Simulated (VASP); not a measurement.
Level of theory: HSE06 screened hybrid, VASP's PBE PAW potentials (set 64) (plane waves; VASP).

A VASP calculation is set up with these files.

KPOINTS:
```
Automatic mesh
0
Gamma
1 1 1
0 0 0
```

### INCAR
```
HFSCREEN  =  0.2
ALGO  =  Normal   ! blocked Davidson
NELM  =  50
PREC  =  Normal
LWAVE  =  .FALSE.
PRECFOCK  =  Fast
AEXX  =  0.25
SYSTEM  =  Al33As31
LASPH  =  .TRUE.
NELMIN  =  4
LCHARG  =  .FALSE.
GGA  =  PE   ! PBE
ENCUT  =  400   ! plane-wave cut-off (eV)
ISIF  =  0
EDIFF  =  1E-5
LHFCALC  =  .TRUE.
LREAL  =  Auto   ! projection in real space or not
SIGMA  =  0.05   ! width (eV)
LMAXMIX  =  4
ISYM  =  0
ISMEAR  =  0   ! Gaussian
```

### POSCAR
```
Al33As31
1
   11.4648462108     0.0000000000     0.0000000000
    0.0000000000    11.4648462108     0.0000000000
    0.0000000000     0.0000000000    11.4648462108
Al As
33 31
Direct
  0.4995404457   0.9993584145   0.9996487024
  0.7499970965   0.2501639922   0.9999059922
  0.7499575535   0.9996156730   0.2499939527
  0.9999857919   0.0000316623   0.0000405931
  0.2496764043   0.2496409022   0.9997422960
  0.5001482119   0.4999666869   0.0000726458
  0.7504000874   0.7506667663   0.9994644840
  0.2491108208   0.9990292061   0.2494532806
  0.4961370274   0.2458086318   0.2481716828
  0.6253374715   0.3765221180   0.3761702060
  0.7538807345   0.5024443561   0.2467363675
  0.4999793520   0.9992271506   0.5001526605
  0.7540288580   0.2457146324   0.5045583377
  0.7505994443   0.9991027779   0.7509052719
  0.0008641257   0.5003634228   0.9993301292
  0.2500696658   0.7499278692   0.0000800733
  0.0003400587   0.2502626897   0.2498960031
  0.2499263413   0.5000057046   0.2500674296
  0.5002592436   0.7498521660   0.2501872897
  0.0006146349   0.9991775366   0.5004753957
  0.2492345228   0.2499330309   0.5001889691
  0.4951892226   0.5024185904   0.5051302657
  0.7499802927   0.7500756411   0.4998425720
  0.2500555164   0.9999983953   0.7500333779
  0.4998815949   0.2499688804   0.7508004887
  0.7499285466   0.5001325716   0.7504940932
  0.0007782680   0.7506555460   0.2496332692
  0.0003287644   0.5002149204   0.4997858054
  0.2493693370   0.7506261032   0.5004160590
  0.0006978221   0.2495449181   0.7509902398
  0.2487290960   0.5005778361   0.7513574306
  0.4995643508   0.7506864342   0.7510099635
  0.9999775966   0.7499723863   0.7499394186
  0.6253485874   0.1237659209   0.1239399093
  0.8772225931   0.3746516703   0.1227717300
  0.8766464043   0.1234247898   0.3744779601
  0.1250871684   0.1249333566   0.1249265805
  0.3739420022   0.3751928326   0.1240775979
  0.6248253853   0.6264293035   0.1234960801
  0.8751647956   0.8749780668   0.1249079996
  0.3724990953   0.1224263169   0.3761651955
  0.8768990007   0.6268553223   0.3752317670
  0.6242125436   0.1228664196   0.6271806150
  0.8769896747   0.3758303218   0.6270088707
  0.8749893674   0.1249485190   0.8750761228
  0.1250883986   0.6251079563   0.1249297477
  0.3750378083   0.8748473321   0.1250516821
  0.1250114393   0.3751091951   0.3749245123
  0.3735505524   0.6263323816   0.3749008216
  0.6250755212   0.8749243903   0.3749631186
  0.1247078711   0.1247746755   0.6252723764
  0.3719531897   0.3741114284   0.6282322588
  0.6254124224   0.6267909431   0.6269562402
  0.8750105661   0.8749399471   0.6250589184
  0.3748721900   0.1247918439   0.8753578988
  0.6250229063   0.3750642520   0.8751794160
  0.8752073791   0.6252147411   0.8751192806
  0.1249842542   0.8750130585   0.3750204229
  0.1249789816   0.6251876066   0.6251207878
  0.3748591661   0.8748056657   0.6252807537
  0.1250390653   0.3749697643   0.8753954223
  0.3749732304   0.6250378757   0.8752504519
  0.6250264414   0.8751543970   0.8752570036
  0.1250106984   0.8749900922   0.8750477113
```

POTCAR, in this order: Al As (PBE.64 set). Program: vasp_gam. Read from the step before: WAVECAR.

What VASP printed:

### OSZICAR
```
       N       E                     dE             d eps       ncg     rms          rms(c)
DAV:   1    -0.342401111661E+03   -0.34240E+03   -0.22360E+01   384   0.994E+00    0.450E+01
DAV:   2    -0.342583053808E+03   -0.18194E+00   -0.72510E-01   384   0.186E+00    0.344E+01
DAV:   3    -0.342544373461E+03    0.38680E-01   -0.74134E-02   360   0.450E-01    0.214E+01
DAV:   4    -0.342581469261E+03   -0.37096E-01   -0.92822E-02   352   0.259E-01    0.128E+01
DAV:   5    -0.342638868896E+03   -0.57400E-01   -0.11125E-01   368   0.458E-01    0.767E+00
DAV:   6    -0.342608785723E+03    0.30083E-01   -0.69147E-02   344   0.458E-01    0.452E+00
DAV:   7    -0.342599078654E+03    0.97071E-02   -0.41490E-02   352   0.325E-01    0.260E+00
DAV:   8    -0.342598573740E+03    0.50491E-03   -0.25975E-02   352   0.174E-01    0.151E+00
DAV:   9    -0.342601050661E+03   -0.24769E-02   -0.26611E-02   344   0.121E-01    0.937E-01
DAV:  10    -0.342600526418E+03    0.52424E-03   -0.24555E-02   344   0.170E-01    0.666E-01
DAV:  11    -0.342597105819E+03    0.34206E-02   -0.25380E-02   336   0.207E-01    0.515E-01
DAV:  12    -0.342595988004E+03    0.11178E-02   -0.34265E-02   344   0.197E-01    0.421E-01
DAV:  13    -0.342599801690E+03   -0.38137E-02   -0.53444E-02   344   0.180E-01    0.467E-01
DAV:  14    -0.342604671360E+03   -0.48697E-02   -0.77478E-02   344   0.228E-01    0.654E-01
DAV:  15    -0.342600030867E+03    0.46405E-02   -0.81526E-02   360   0.325E-01    0.741E-01
DAV:  16    -0.342587404463E+03    0.12626E-01   -0.79339E-02   336   0.372E-01    0.649E-01
DAV:  17    -0.342591680400E+03   -0.42759E-02   -0.14180E-01   336   0.323E-01    0.659E-01
DAV:  18    -0.342620532190E+03   -0.28852E-01   -0.26644E-01   336   0.336E-01    0.109E+00
DAV:  19    -0.342616129294E+03    0.44029E-02   -0.25680E-01   360   0.545E-01    0.130E+00
DAV:  20    -0.342566065111E+03    0.50064E-01   -0.18520E-01   344   0.662E-01    0.114E+00
DAV:  21    -0.342552350169E+03    0.13715E-01   -0.27035E-01   344   0.568E-01    0.922E-01
DAV:  22    -0.342644824902E+03   -0.92475E-01   -0.73764E-01   336   0.460E-01    0.165E+00
DAV:  23    -0.342666596905E+03   -0.21772E-01   -0.61727E-01   352   0.813E-01    0.189E+00
DAV:  24    -0.342558081483E+03    0.10852E+00   -0.39697E-01   344   0.973E-01    0.164E+00
DAV:  25    -0.342518912343E+03    0.39169E-01   -0.37597E-01   336   0.805E-01    0.132E+00
DAV:  26    -0.342598723539E+03   -0.79811E-01   -0.88029E-01   336   0.598E-01    0.187E+00
DAV:  27    -0.342719471601E+03   -0.12075E+00   -0.10860E+00   352   0.925E-01    0.228E+00
DAV:  28    -0.342592114235E+03    0.12736E+00   -0.64044E-01   344   0.116E+00    0.206E+00
DAV:  29    -0.342515553440E+03    0.76561E-01   -0.50662E-01   344   0.102E+00    0.176E+00
DAV:  30    -0.342539884080E+03   -0.24331E-01   -0.69009E-01   336   0.765E-01    0.181E+00
DAV:  31    -0.342707971900E+03   -0.16809E+00   -0.14551E+00   336   0.872E-01    0.248E+00
DAV:  32    -0.342646574259E+03    0.61398E-01   -0.86504E-01   352   0.123E+00    0.230E+00
DAV:  33    -0.342541543375E+03    0.10503E+00   -0.69332E-01   336   0.116E+00    0.206E+00
DAV:  34    -0.342544352325E+03   -0.28090E-02   -0.69844E-01   336   0.898E-01    0.188E+00
DAV:  35    -0.342647069089E+03   -0.10272E+00   -0.13390E+00   336   0.874E-01    0.238E+00
DAV:  36    -0.342678564966E+03   -0.31496E-01   -0.11006E+00   336   0.117E+00    0.244E+00
DAV:  37    -0.342558389762E+03    0.12018E+00   -0.75744E-01   344   0.122E+00    0.221E+00
DAV:  38    -0.342526971667E+03    0.31418E-01   -0.67875E-01   344   0.101E+00    0.200E+00
DAV:  39    -0.342587623632E+03   -0.60652E-01   -0.11871E+00   336   0.884E-01    0.236E+00
DAV:  40    -0.342705550735E+03   -0.11793E+00   -0.13662E+00   344   0.114E+00    0.252E+00
DAV:  41    -0.342592771831E+03    0.11278E+00   -0.89296E-01   344   0.126E+00    0.232E+00
DAV:  42    -0.342550750530E+03    0.42021E-01   -0.77894E-01   336   0.108E+00    0.212E+00
DAV:  43    -0.342576729327E+03   -0.25979E-01   -0.97551E-01   336   0.928E-01    0.219E+00
DAV:  44    -0.342685422449E+03   -0.10869E+00   -0.14341E+00   352   0.104E+00    0.250E+00
DAV:  45    -0.342620672800E+03    0.64750E-01   -0.94969E-01   336   0.122E+00    0.239E+00
DAV:  46    -0.342539231989E+03    0.81441E-01   -0.74995E-01   352   0.116E+00    0.216E+00
DAV:  47    -0.342537237285E+03    0.19947E-02   -0.78463E-01   336   0.956E-01    0.211E+00
DAV:  48    -0.342652865067E+03   -0.11563E+00   -0.15644E+00   336   0.974E-01    0.260E+00
DAV:  49    -0.342668326680E+03   -0.15462E-01   -0.11248E+00   336   0.126E+00    0.249E+00
DAV:  50    -0.342560925387E+03    0.10740E+00   -0.86615E-01   336   0.124E+00
   1 F= -.34256093E+03 E0= -.34256064E+03  d E =-.569457E-03
```

File OUTCAR:
```
------------------------ aborting loop EDIFF was not reached (unconverged)  ----------------------------
  volume of cell :     1506.97
      direct lattice vectors                 reciprocal lattice vectors
    11.464846211  0.000000000  0.000000000     0.087223150  0.000000000  0.000000000
     0.000000000 11.464846211  0.000000000     0.000000000  0.087223150  0.000000000
     0.000000000  0.000000000 11.464846211     0.000000000  0.000000000  0.087223150
  FREE ENERGIE OF THE ION-ELECTRON SYSTEM (eV)
  ---------------------------------------------------
  free  energy   TOTEN  =      -342.5609253871 eV

  energy  without entropy=     -342.5603559306  energy(sigma->0) =     -342.56064066

  exchange ACFDT corr.  =         0.00000000  see jH, gK, PRB 81, 115126
```
(Selected blocks of OUTCAR.)

### stdout
```
...
DAV:  31    -0.342707971900E+03   -0.16809E+00   -0.14551E+00   336   0.872E-01    0.248E+00
DAV:  32    -0.342646574259E+03    0.61398E-01   -0.86504E-01   352   0.123E+00    0.230E+00
DAV:  33    -0.342541543375E+03    0.10503E+00   -0.69332E-01   336   0.116E+00    0.206E+00
DAV:  34    -0.342544352325E+03   -0.28090E-02   -0.69844E-01   336   0.898E-01    0.188E+00
DAV:  35    -0.342647069089E+03   -0.10272E+00   -0.13390E+00   336   0.874E-01    0.238E+00
DAV:  36    -0.342678564966E+03   -0.31496E-01   -0.11006E+00   336   0.117E+00    0.244E+00
DAV:  37    -0.342558389762E+03    0.12018E+00   -0.75744E-01   344   0.122E+00    0.221E+00
DAV:  38    -0.342526971667E+03    0.31418E-01   -0.67875E-01   344   0.101E+00    0.200E+00
DAV:  39    -0.342587623632E+03   -0.60652E-01   -0.11871E+00   336   0.884E-01    0.236E+00
DAV:  40    -0.342705550735E+03   -0.11793E+00   -0.13662E+00   344   0.114E+00    0.252E+00
DAV:  41    -0.342592771831E+03    0.11278E+00   -0.89296E-01   344   0.126E+00    0.232E+00
DAV:  42    -0.342550750530E+03    0.42021E-01   -0.77894E-01   336   0.108E+00    0.212E+00
DAV:  43    -0.342576729327E+03   -0.25979E-01   -0.97551E-01   336   0.928E-01    0.219E+00
DAV:  44    -0.342685422449E+03   -0.10869E+00   -0.14341E+00   352   0.104E+00    0.250E+00
DAV:  45    -0.342620672800E+03    0.64750E-01   -0.94969E-01   336   0.122E+00    0.239E+00
DAV:  46    -0.342539231989E+03    0.81441E-01   -0.74995E-01   352   0.116E+00    0.216E+00
DAV:  47    -0.342537237285E+03    0.19947E-02   -0.78463E-01   336   0.956E-01    0.211E+00
DAV:  48    -0.342652865067E+03   -0.11563E+00   -0.15644E+00   336   0.974E-01    0.260E+00
DAV:  49    -0.342668326680E+03   -0.15462E-01   -0.11248E+00   336   0.126E+00    0.249E+00
DAV:  50    -0.342560925387E+03    0.10740E+00   -0.86615E-01   336   0.124E+00

 -----------------------------------------------------------------------------
|                                                                             |
|           W    W    AA    RRRRR   N    N  II  N    N   GGGG   !!!           |
|           W    W   A  A   R    R  NN   N  II  NN   N  G    G  !!!           |
|           W    W  A    A  R    R  N N  N  II  N N  N  G       !!!           |
|           W WW W  AAAAAA  RRRRR   N  N N  II  N  N N  G  GGG   !            |
|           WW  WW  A    A  R   R   N   NN  II  N   NN  G    G                |
|           W    W  A    A  R    R  N    N  II  N    N   GGGG   !!!           |
|                                                                             |
|     The electronic self-consistency was not achieved in the given           |
|     number of steps (NELM). The forces and other quantities evaluated       |
|     might not be reliable so examine the results carefully. If you find     |
|     spurious results, we suggest increasing NELM, if you were close to      |
|     convergence or switching to a different ALGO or adjusting the           |
|     density mixing parameters otherwise.                                    |
|                                                                             |
 -----------------------------------------------------------------------------

   1 F= -.34256093E+03 E0= -.34256064E+03  d E =-.569457E-03
```

Convergence was not reached.

The supercell is sampled at Γ alone, which is coarse: total energies, pressure and levels can be off, energies of defects by several tenths of an eV.

The cell is a supercell with a defect, built from AlAs (zinc blende): Al_As. The cell's shape comes from a PBE relaxation. The run is not spin-polarised, so no state with unpaired spins was tried.
